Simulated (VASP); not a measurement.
A run of VASP 6.6.1:

Contents of INCAR:

```
  PREC = Normal
  ENCUT = 520
  EDIFF = 1E-4
  ISMEAR = 0
  SIGMA = 0.15
  LREAL = F
  LASPH = T
  NELM = 60
  ALGO = Fast
  ISIF = 3
  LWAVE = F
  LCHARG = F
  ISPIN = 2
  MAGMOM = 1 0 0 0 0 0
  LORBIT = 11
  LMAXMIX = 4
  GGA = PE
  IBRION = 2
  NSW = 24
  EDIFFG = -0.08
```

File KPOINTS:

```
Automatic mesh
0
Gamma
  3 3 4
```

Contents of POSCAR:

```
NiGe2O3
1.0
    4.9183692900      0.0000000000      0.0000000000
   -2.4591846500      4.2594327500      0.0000000000
    0.0000000000      0.0000000000      3.7064750200
Ni Ge O
1 2 3
Direct
    0.0000000000      0.0000000000      0.0000000000
    0.6666666700      0.3333333300      0.0000000000
    0.3333333300      0.6666666700      0.0000000000
    0.5000000000      0.0000000000      0.5000000000
    0.5000000000      0.5000000000      0.5000000000
    0.0000000000      0.5000000000      0.5000000000
```

Potentials or basis: VASP PAW PBE potentials, release 64 (Ni, Ge_d, O).

Command:

```bash
$ cat potpaw_PBE.64/Ni/POTCAR potpaw_PBE.64/Ge_d/POTCAR potpaw_PBE.64/O/POTCAR > POTCAR
$ mpirun -np 1 vasp_std > vasp.out
```

Hardware: 1 thread of Intel(R) Xeon(R) Platinum 8259CL CPU @ 2.50GHz (Skylake/Cascade Lake), with other jobs on the host.

Estimate the wall time of this run.

Run time: 4.4 min on 1 thread of Intel(R) Xeon(R) Platinum 8259CL CPU @ 2.50GHz (Skylake/Cascade Lake), on a shared host, peak memory 0.19 GiB. Counts: scf iterations 99, k points 9, ion steps 9.
